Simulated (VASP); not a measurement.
Computed with PBE GGA, VASP's PBE PAW potentials (set 64) (plane waves; VASP 6.6.1).

The input files of a VASP run:

### POSCAR
```
Ga33As31
1
   11.5222104212    -0.0000000000    -0.0000000000
   -0.0000000000    11.5222104212     0.0000000000
    0.0000000000     0.0000000000    11.5222104212
Ga As
33 31
Direct
  0.5000000000   0.0000000000   0.0000000000
  0.7500000000   0.2500000000   0.0000000000
  0.7500000000   0.0000000000   0.2500000000
  0.0000000000   0.0000000000   0.0000000000
  0.2500000000   0.2500000000   0.0000000000
  0.5000000000   0.5000000000   0.0000000000
  0.7500000000   0.7500000000   0.0000000000
  0.2500000000   0.0000000000   0.2500000000
  0.4978500000   0.2461890000   0.2537800000
  0.6254130000   0.3791350000   0.3785160000
  0.7490360000   0.4989270000   0.2513410000
  0.5000000000   0.0000000000   0.5000000000
  0.7523860000   0.2483360000   0.5042320000
  0.7500000000   0.0000000000   0.7500000000
  0.0000000000   0.5000000000   0.0000000000
  0.2500000000   0.7500000000   0.0000000000
  0.0000000000   0.2500000000   0.2500000000
  0.2500000000   0.5000000000   0.2500000000
  0.5000000000   0.7500000000   0.2500000000
  0.0000000000   0.0000000000   0.5000000000
  0.2500000000   0.2500000000   0.5000000000
  0.4995300000   0.4975620000   0.5034130000
  0.7500000000   0.7500000000   0.5000000000
  0.2500000000   0.0000000000   0.7500000000
  0.5000000000   0.2500000000   0.7500000000
  0.7500000000   0.5000000000   0.7500000000
  0.0000000000   0.7500000000   0.2500000000
  0.0000000000   0.5000000000   0.5000000000
  0.2500000000   0.7500000000   0.5000000000
  0.0000000000   0.2500000000   0.7500000000
  0.2500000000   0.5000000000   0.7500000000
  0.5000000000   0.7500000000   0.7500000000
  0.0000000000   0.7500000000   0.7500000000
  0.6250000000   0.1250000000   0.1250000000
  0.8750000000   0.3750000000   0.1250000000
  0.8750000000   0.1250000000   0.3750000000
  0.1250000000   0.1250000000   0.1250000000
  0.3750000000   0.3750000000   0.1250000000
  0.6250000000   0.6250000000   0.1250000000
  0.8750000000   0.8750000000   0.1250000000
  0.3750000000   0.1250000000   0.3750000000
  0.8750000000   0.6250000000   0.3750000000
  0.6250000000   0.1250000000   0.6250000000
  0.8750000000   0.3750000000   0.6250000000
  0.8750000000   0.1250000000   0.8750000000
  0.1250000000   0.6250000000   0.1250000000
  0.3750000000   0.8750000000   0.1250000000
  0.1250000000   0.3750000000   0.3750000000
  0.3750000000   0.6250000000   0.3750000000
  0.6250000000   0.8750000000   0.3750000000
  0.1250000000   0.1250000000   0.6250000000
  0.3750000000   0.3750000000   0.6250000000
  0.6250000000   0.6250000000   0.6250000000
  0.8750000000   0.8750000000   0.6250000000
  0.3750000000   0.1250000000   0.8750000000
  0.6250000000   0.3750000000   0.8750000000
  0.8750000000   0.6250000000   0.8750000000
  0.1250000000   0.8750000000   0.3750000000
  0.1250000000   0.6250000000   0.6250000000
  0.3750000000   0.8750000000   0.6250000000
  0.1250000000   0.3750000000   0.8750000000
  0.3750000000   0.6250000000   0.8750000000
  0.6250000000   0.8750000000   0.8750000000
  0.1250000000   0.8750000000   0.8750000000
```

**INCAR**
```
SYSTEM = Ga33As31
PREC = Normal; ENCUT = 400; LREAL = Auto
LASPH = T; ISYM = 0; NELECT = 255.0
EDIFF = 1E-5; NELM = 100; NELMIN = 4
ALGO = Fast; LMAXMIX = 4
ISMEAR = 0; SIGMA = 0.05
GGA = PE
ISPIN = 2; MAGMOM = 64*0.0156; NUPDOWN = 1
IBRION = 2; NSW = 60; ISIF = 2
EDIFFG = -0.03
LWAVE = T; LCHARG = F; LORBIT = 10
```

**KPOINTS**
```
Automatic mesh
0
Gamma
1 1 1
0 0 0
```

POTCAR, in this order: Ga As (PBE.64 set). Program: vasp_gam.

Output

### OUTCAR
```
 ion  position               nearest neighbor table
   1  0.500  0.000  0.000-  34 2.49  47 2.49  55 2.49  63 2.49
   2  0.750  0.250  0.000-  34 2.49  35 2.49  45 2.49  56 2.49
   3  0.750  0.000  0.250-  34 2.49  36 2.49  40 2.49  50 2.49
   4  0.000  0.000  0.000-  37 2.49  40 2.49  45 2.49  64 2.49
   5  0.250  0.250  0.000-  37 2.49  38 2.49  55 2.49  61 2.49
   6  0.500  0.500  0.000-  38 2.49  39 2.49  56 2.49  62 2.49
   7  0.750  0.750  0.000-  39 2.49  40 2.49  57 2.49  63 2.49
   8  0.250  0.000  0.250-  37 2.49  41 2.49  47 2.49  58 2.49
   9  0.498  0.246  0.254-  41 2.43  34 2.51  38 2.53  10 2.56
  10  0.625  0.379  0.379-  22 2.46  11 2.47  13 2.55   9 2.56
  11  0.749  0.499  0.251-  10 2.47  42 2.50  35 2.50  39 2.50
  12  0.500  0.000  0.500-  41 2.49  43 2.49  50 2.49  60 2.49
  13  0.752  0.248  0.504-  44 2.46  43 2.47  36 2.50  10 2.55
  14  0.750  0.000  0.750-  43 2.49  45 2.49  54 2.49  63 2.49
  15  0.000  0.500  0.000-  35 2.49  46 2.49  57 2.49  61 2.49
  16  0.250  0.750  0.000-  46 2.49  47 2.49  62 2.49  64 2.49
  17  0.000  0.250  0.250-  35 2.49  36 2.49  37 2.49  48 2.49
  18  0.250  0.500  0.250-  38 2.49  46 2.49  48 2.49  49 2.49
  19  0.500  0.750  0.250-  39 2.49  47 2.49  49 2.49  50 2.49
  20  0.000  0.000  0.500-  36 2.49  51 2.49  54 2.49  58 2.49
  21  0.250  0.250  0.500-  41 2.49  48 2.49  51 2.49  52 2.49
  22  0.500  0.498  0.503-  52 2.45  10 2.46  53 2.49  49 2.53
  23  0.750  0.750  0.500-  42 2.49  50 2.49  53 2.49  54 2.49
  24  0.250  0.000  0.750-  51 2.49  55 2.49  60 2.49  64 2.49
...
```

File OSZICAR:
```
...
RMM:   3    -0.252937686064E+03   -0.41721E-04   -0.11734E-03   656   0.640E-02    0.393E-02
RMM:   4    -0.252937692752E+03   -0.66879E-05   -0.23154E-04   670   0.266E-02    0.221E-02
RMM:   5    -0.252937694389E+03   -0.16372E-05   -0.51179E-05   501   0.131E-02
  11 F= -.25293769E+03 E0= -.25291683E+03  d E =-.523172E-02  mag=     1.0000
       N       E                     dE             d eps       ncg     rms          rms(c)
DAV:   1    -0.252935362155E+03    0.23306E-02   -0.49682E-01   656   0.129E+00    0.345E-01
RMM:   2    -0.252935575152E+03   -0.21300E-03   -0.30719E-02   640   0.309E-01    0.111E-01
RMM:   3    -0.252935936626E+03   -0.36147E-03   -0.46942E-03   665   0.126E-01    0.697E-02
RMM:   4    -0.252935943117E+03   -0.64909E-05   -0.70622E-04   669   0.495E-02    0.420E-02
RMM:   5    -0.252935940319E+03    0.27985E-05   -0.19151E-04   646   0.257E-02    0.189E-02
RMM:   6    -0.252935945483E+03   -0.51644E-05   -0.47823E-05   493   0.123E-02
  12 F= -.25293595E+03 E0= -.25292178E+03  d E =-.348281E-02  mag=     1.0000
       N       E                     dE             d eps       ncg     rms          rms(c)
DAV:   1    -0.252938077692E+03   -0.21374E-02   -0.25091E-01   656   0.921E-01    0.255E-01
RMM:   2    -0.252938118087E+03   -0.40394E-04   -0.15736E-02   640   0.219E-01    0.810E-02
RMM:   3    -0.252938182899E+03   -0.64812E-04   -0.22238E-03   654   0.884E-02    0.478E-02
RMM:   4    -0.252938191922E+03   -0.90226E-05   -0.39615E-04   672   0.357E-02    0.284E-02
RMM:   5    -0.252938191591E+03    0.33085E-06   -0.92868E-05   623   0.179E-02
  13 F= -.25293819E+03 E0= -.25291956E+03  d E =-.572892E-02  mag=     1.0000
       N       E                     dE             d eps       ncg     rms          rms(c)
DAV:   1    -0.252942542189E+03   -0.43503E-02   -0.13755E-01   672   0.670E-01    0.218E-01
RMM:   2    -0.252942032226E+03    0.50996E-03   -0.92633E-03   640   0.165E-01    0.600E-02
RMM:   3    -0.252942106936E+03   -0.74709E-04   -0.13191E-03   661   0.671E-02    0.370E-02
RMM:   4    -0.252942109909E+03   -0.29731E-05   -0.22354E-04   672   0.266E-02    0.225E-02
RMM:   5    -0.252942106983E+03    0.29259E-05   -0.56313E-05   535   0.137E-02
  14 F= -.25294211E+03 E0= -.25292654E+03  d E =-.391539E-02  mag=     1.0000
       N       E                     dE             d eps       ncg     rms          rms(c)
DAV:   1    -0.252944731445E+03   -0.26215E-02   -0.60772E-01   656   0.142E+00    0.384E-01
RMM:   2    -0.252944298639E+03    0.43281E-03   -0.37630E-02   640   0.341E-01    0.121E-01
RMM:   3    -0.252944760329E+03   -0.46169E-03   -0.61306E-03   677   0.140E-01    0.729E-02
RMM:   4    -0.252944774516E+03   -0.14187E-04   -0.83153E-04   661   0.542E-02    0.444E-02
RMM:   5    -0.252944772860E+03    0.16566E-05   -0.23373E-04   651   0.281E-02    0.218E-02
RMM:   6    -0.252944778499E+03   -0.56392E-05   -0.55864E-05   512   0.136E-02
  15 F= -.25294478E+03 E0= -.25293447E+03  d E =-.658691E-02  mag=     1.0000
       N       E                     dE             d eps       ncg     rms          rms(c)
DAV:   1    -0.252947286816E+03   -0.25140E-02   -0.63410E-02   728   0.449E-01    0.126E-01
RMM:   2    -0.252947122987E+03    0.16383E-03   -0.34607E-03   640   0.101E-01    0.404E-02
RMM:   3    -0.252947161263E+03   -0.38276E-04   -0.57990E-04   678   0.414E-02    0.235E-02
RMM:   4    -0.252947165152E+03   -0.38896E-05   -0.86429E-05   554   0.163E-02
  16 F= -.25294717E+03 E0= -.25293798E+03  d E =-.238665E-02  mag=     1.0000
       N       E                     dE             d eps       ncg     rms          rms(c)
DAV:   1    -0.252948551339E+03   -0.13901E-02   -0.51057E-02   672   0.404E-01    0.108E-01
RMM:   2    -0.252948479730E+03    0.71609E-04   -0.27041E-03   640   0.898E-02    0.380E-02
RMM:   3    -0.252948509502E+03   -0.29772E-04   -0.46474E-04   678   0.371E-02    0.221E-02
RMM:   4    -0.252948513416E+03   -0.39138E-05   -0.69802E-05   532   0.146E-02
  17 F= -.25294851E+03 E0= -.25294001E+03  d E =-.373492E-02  mag=     1.0000
       N       E                     dE             d eps       ncg     rms          rms(c)
DAV:   1    -0.252949058611E+03   -0.54911E-03   -0.20403E-01   688   0.809E-01    0.198E-01
RMM:   2    -0.252949025166E+03    0.33444E-04   -0.10494E-02   640   0.178E-01    0.724E-02
RMM:   3    -0.252949134124E+03   -0.10896E-03   -0.18245E-03   676   0.734E-02    0.399E-02
RMM:   4    -0.252949149908E+03   -0.15785E-04   -0.27771E-04   666   0.291E-02    0.227E-02
RMM:   5    -0.252949151470E+03   -0.15618E-05   -0.64910E-05   535   0.146E-02
  18 F= -.25294915E+03 E0= -.25294124E+03  d E =-.437297E-02  mag=     1.0000
       N       E                     dE             d eps       ncg     rms          rms(c)
DAV:   1    -0.252949273845E+03   -0.12394E-03   -0.21766E-02   672   0.265E-01    0.644E-02
RMM:   2    -0.252949267707E+03    0.61383E-05   -0.11007E-03   640   0.577E-02    0.220E-02
RMM:   3    -0.252949276271E+03   -0.85639E-05   -0.17712E-04   653   0.233E-02    0.115E-02
RMM:   4    -0.252949276759E+03   -0.48831E-06   -0.26622E-05   421   0.910E-03
  19 F= -.25294928E+03 E0= -.25294126E+03  d E =-.449826E-02  mag=     1.0000
       N       E                     dE             d eps       ncg     rms          rms(c)
DAV:   1    -0.252951980215E+03   -0.27039E-02   -0.40635E-02   672   0.380E-01    0.809E-02
RMM:   2    -0.252952181018E+03   -0.20080E-03   -0.28316E-03   640   0.974E-02    0.249E-02
RMM:   3    -0.252952221830E+03   -0.40811E-04   -0.44248E-04   670   0.388E-02    0.144E-02
RMM:   4    -0.252952223922E+03   -0.20921E-05   -0.58179E-05   507   0.147E-02
  20 F= -.25295222E+03 E0= -.25294432E+03  d E =-.294716E-02  mag=     1.0000
       N       E                     dE             d eps       ncg     rms          rms(c)
DAV:   1    -0.252953332907E+03   -0.11111E-02   -0.95612E-02   680   0.584E-01    0.124E-01
RMM:   2    -0.252953816331E+03   -0.48342E-03   -0.67319E-03   640   0.150E-01    0.392E-02
RMM:   3    -0.252953918583E+03   -0.10225E-03   -0.10807E-03   673   0.604E-02    0.234E-02
RMM:   4    -0.252953924479E+03   -0.58957E-05   -0.14226E-04   659   0.228E-02    0.131E-02
RMM:   5    -0.252953926316E+03   -0.18374E-05   -0.35368E-05   449   0.112E-02
  21 F= -.25295393E+03 E0= -.25294618E+03  d E =-.464956E-02  mag=     1.0000
       N       E                     dE             d eps       ncg     rms          rms(c)
DAV:   1    -0.252955123465E+03   -0.11990E-02   -0.28086E-02   704   0.317E-01    0.619E-02
RMM:   2    -0.252955235674E+03   -0.11221E-03   -0.16242E-03   640   0.747E-02    0.208E-02
RMM:   3    -0.252955261443E+03   -0.25769E-04   -0.27445E-04   683   0.306E-02    0.128E-02
RMM:   4    -0.252955262524E+03   -0.10807E-05   -0.32415E-05   438   0.114E-02
  22 F= -.25295526E+03 E0= -.25294763E+03  d E =-.133621E-02  mag=     1.0000
       N       E                     dE             d eps       ncg     rms          rms(c)
DAV:   1    -0.252955777077E+03   -0.51563E-03   -0.51781E-02   672   0.431E-01    0.833E-02
RMM:   2    -0.252955985717E+03   -0.20864E-03   -0.29849E-03   640   0.101E-01    0.284E-02
RMM:   3    -0.252956034234E+03   -0.48516E-04   -0.51270E-04   684   0.418E-02    0.175E-02
RMM:   4    -0.252956036665E+03   -0.24310E-05   -0.61493E-05   507   0.155E-02
  23 F= -.25295604E+03 E0= -.25294854E+03  d E =-.211035E-02  mag=     1.0000
       N       E                     dE             d eps       ncg     rms          rms(c)
DAV:   1    -0.252956743032E+03   -0.70880E-03   -0.24504E-02   704   0.295E-01    0.598E-02
RMM:   2    -0.252956834298E+03   -0.91265E-04   -0.13873E-03   640   0.695E-02    0.210E-02
RMM:   3    -0.252956855755E+03   -0.21457E-04   -0.23535E-04   670   0.286E-02    0.122E-02
RMM:   4    -0.252956857362E+03   -0.16070E-05   -0.30910E-05   442   0.109E-02
  24 F= -.25295686E+03 E0= -.25294910E+03  d E =-.820697E-03  mag=     1.0000
```

**OUTCAR**
```
------------------------ aborting loop because EDIFF is reached ----------------------------------------
  FORCE on cell =-STRESS in cart. coord.  units (eV):
  Direction    XX          YY          ZZ          XY          YZ          ZX
  --------------------------------------------------------------------------------------
  Total       25.1704172     23.1442593     24.5561204      3.0575116      1.2856939     -4.9810497
  in kB       26.3629247     24.2407729     25.7195242      3.2023684      1.3466066     -5.2170386
  external PRESSURE =      25.4410739 kB  Pullay stress =       0.0000000 kB
  volume of cell :     1529.70
      direct lattice vectors                 reciprocal lattice vectors
    11.522210421  0.000000000  0.000000000     0.086788903  0.000000000  0.000000000
     0.000000000 11.522210421  0.000000000     0.000000000  0.086788903  0.000000000
     0.000000000  0.000000000 11.522210421     0.000000000  0.000000000  0.086788903
  FREE ENERGIE OF THE ION-ELECTRON SYSTEM (eV)
  ---------------------------------------------------
  free  energy   TOTEN  =      -252.9568573618 eV

  energy  without entropy=     -252.9413526150  energy(sigma->0) =     -252.94910499

 total charge

# of ion       s       p       d       tot
------------------------------------------
    1        1.082   1.135   0.124   2.341
    2        1.089   1.131   0.124   2.344
    3        1.092   1.134   0.123   2.349
    4        1.089   1.133   0.124   2.346
    5        1.084   1.124   0.121   2.330
    6        1.091   1.133   0.123   2.347
    7        1.083   1.133   0.123   2.339
    8        1.081   1.141   0.125   2.347
    9        1.117   1.118   0.102   2.338
   10        1.168   1.138   0.055   2.360
   11        1.122   1.152   0.101   2.375
   12        1.092   1.133   0.124   2.348
   13        1.117   1.072   0.102   2.291
   14        1.084   1.124   0.122   2.330
   15        1.080   1.155   0.128   2.362
   16        1.087   1.138   0.125   2.351
   17        1.091   1.131   0.124   2.346
   18        1.091   1.133   0.123   2.347
   19        1.090   1.132   0.123   2.346
   20        1.085   1.122   0.121   2.327
   21        1.089   1.132   0.124   2.345
   22        1.120   1.137   0.102   2.358
   23        1.089   1.130   0.124   2.343
   24        1.090   1.131   0.124   2.344
   25        1.091   1.132   0.124   2.347
   26        1.092   1.133   0.123   2.348
   27        1.081   1.146   0.126   2.353
   28        1.091   1.132   0.123   2.347
   29        1.083   1.129   0.122   2.335
   30        1.085   1.119   0.121   2.324
   31        1.080   1.153   0.128   2.361
   32        1.081   1.137   0.124   2.343
   33        1.089   1.135   0.125   2.348
   34        1.220   1.576   0.024   2.820
   35        1.216   1.593   0.025   2.834
   36        1.224   1.563   0.023   2.811
   37        1.219   1.582   0.024   2.825
   38        1.225   1.559   0.024   2.808
   39        1.223   1.565   0.024   2.812
   40        1.219   1.582   0.024   2.826
   41        1.218   1.582   0.024   2.825
   42        1.219   1.582   0.024   2.825
   43        1.224   1.566   0.024   2.813
   44        1.225   1.559   0.023   2.808
   45        1.219   1.582   0.024   2.824
   46        1.218   1.581   0.024   2.824
   47        1.218   1.580   0.024   2.822
   48        1.224   1.584   0.024   2.832
   49        1.224   1.562   0.024   2.810
   50        1.224   1.584   0.024   2.832
   51        1.219   1.583   0.024   2.826
   52        1.216   1.593   0.025   2.833
   53        1.220   1.575   0.024   2.819
   54        1.218   1.581   0.024   2.823
   55        1.219   1.583   0.024   2.826
   56        1.224   1.584   0.024   2.832
   57        1.219   1.582   0.024   2.825
   58        1.215   1.574   0.024   2.814
   59        1.219   1.583   0.024   2.826
   60        1.219   1.583   0.024   2.826
   61        1.214   1.580   0.024   2.818
   62        1.218   1.581   0.024   2.824
   63        1.216   1.572   0.024   2.812
   64        1.223   1.581   0.024   2.828
--------------------------------------------------
tot         73.896  86.275   4.669 164.841

 magnetization (x)

# of ion       s       p       d       tot
------------------------------------------
    1        0.000   0.010   0.003   0.013
    2        0.001  -0.001   0.001   0.002
    3        0.001  -0.001   0.001   0.001
    4        0.001   0.002   0.001   0.003
    5        0.001   0.008   0.002   0.011
    6        0.001  -0.001   0.001   0.001
    7        0.001   0.001   0.001   0.002
    8        0.001   0.009   0.002   0.011
    9        0.014   0.070   0.005   0.089
   10        0.003   0.113   0.005   0.121
   11        0.000   0.006   0.003   0.009
   12        0.001  -0.001   0.001   0.001
   13        0.000   0.005   0.002   0.007
   14        0.000   0.000   0.001   0.002
   15        0.001   0.001   0.001   0.002
   16        0.001   0.002   0.001   0.004
   17        0.001   0.000   0.001   0.002
...
```
(Selected blocks of OUTCAR.)

### CONTCAR
```
Ga33As31
   1.00000000000000
    11.5222104212000005    0.0000000000000000    0.0000000000000000
     0.0000000000000000   11.5222104212000005    0.0000000000000000
     0.0000000000000000    0.0000000000000000   11.5222104212000005
  Ga              As
    33    31
Direct
     0.4988032058825086    0.9994075409931917    0.0008367364115496
     0.7500477015545924    0.2517711840603058    0.0005361781849556
     0.7485949657985062    0.9993525851971079    0.2495440469671865
     0.0006390911663277    0.9989997778650135    0.0002483142458248
     0.2501986676679350    0.2476609768896342    0.0007421980210743
     0.5014565309783748    0.4999841973325064    0.0012097032148435
     0.7515714509504167    0.7501800126783504    0.0000964165881505
     0.2498081838439194    0.9989078351288402    0.2491528404999800
     0.4993319288277843    0.2461177544470400    0.2523197340615759
     0.6205837546974801    0.3847165774019647    0.3686311402047067
     0.7537167031528548    0.4956659039099225    0.2505549415382369
     0.4991701650895804    0.9986088127033195    0.4989079070118100
     0.7540129758632758    0.2439515716474963    0.5055953607775281
     0.7522930832411728    0.9992915244818791    0.7504632860507694
     0.0019412362249530    0.5010426078750440    0.9985872080246638
     0.2505265001524318    0.7495172983088138    0.0008330480323071
     0.0005916431209232    0.2523354616996549    0.2488930078034640
     0.2510048758091559    0.5001152926472225    0.2511718003256058
     0.5015856764405416    0.7482257478376252    0.2509396485013354
     0.9995933666256888    0.9995165880705604    0.5028388966103237
     0.2488553658702143    0.2510027524628549    0.5004688558134086
     0.4988565063569609    0.4946907366662418    0.5041048867206919
     0.7492638387517557    0.7484255015412544    0.4983822286643941
     0.2497850146276322    0.9987853746861480    0.7511335780721781
     0.4986739170393893    0.2516953690753683    0.7517092955565949
     0.7481998249694805    0.5012316788710662    0.7503814553845355
     0.0013854535863970    0.7508897536143871    0.2492417085531858
     0.0001926691901486    0.5014078094453536    0.4977304625657608
     0.2501403274770594    0.7493828014922255    0.5022354747992243
     0.9996489517497976    0.2470694168479720    0.7503289514134326
     0.2485150380118676    0.5011112199089929    0.7520388663163153
     0.4988599786465331    0.7495118286312351    0.7507772748649834
     0.0003200600559481    0.7496446080647491    0.7507191744938072
     0.6252816031833716    0.1249445297403415    0.1242110844693149
     0.8786479802798319    0.3762002912032546    0.1211441835704212
     0.8747394749391070    0.1258310839417624    0.3731077177935954
     0.1247519443297528    0.1247781440146325    0.1252638038937710
     0.3751970829299494    0.3752588609636154    0.1252252667261780
     0.6263432163111097    0.6256888751421082    0.1244705480674606
     0.8753034273979717    0.8756438713353883    0.1249145110996068
     0.3726770931421165    0.1238314843343969    0.3759875424718581
     0.8769813766928279    0.6273479088969398    0.3733200633524119
     0.6224670449143149    0.1251038322449467    0.6255268887333149
     0.8743955007293199    0.3770953162278904    0.6242175540545828
     0.8745119988622467    0.1251323342092611    0.8756079924538714
     0.1258437306948399    0.6253644511222296    0.1249935370593609
     0.3755411125924406    0.8741366043079387    0.1257522173588812
     0.1250818952478142    0.3754993887360396    0.3748524613055790
     0.3751340473218755    0.6252086098908451    0.3759014126738912
     0.6249617367849718    0.8748523656277469    0.3749362811293637
     0.1248934487805905    0.1248406593204821    0.6251625115288917
     0.3709196554611656    0.3751199622501718    0.6287887244574014
     0.6242472443125762    0.6259556894566475    0.6254993856620881
     0.8742237482954335    0.8741368825980597    0.6245875366283552
     0.3748987628149851    0.1246003600330969    0.8752967998350666
     0.6250116481967012    0.3754566806387472    0.8752099115874479
     0.8752273721471430    0.6254929885766987    0.8745872091975868
     0.1249030596968635    0.8761880844221310    0.3751838788271138
     0.1244286964733450    0.6251983310445558    0.6252922193192828
     0.3748555057526882    0.8751074623020954    0.6255140394717834
     0.1247144598683799    0.3751570198622458    0.8744990948738027
     0.3750673334198232    0.6250430866728146    0.8759677185459759
     0.6246827811566623    0.8760406805862604    0.8745886362219819
     0.1251123638481721    0.8746750578133183    0.8753166413353524
```

The cell is charged, with a uniform compensating background. The supercell is sampled at Γ alone, which is coarse: total energies, pressure and levels can be off, energies of defects by several tenths of an eV.

The cell is a supercell with a defect, built from GaAs (zinc blende): Ga_As, charge -1.
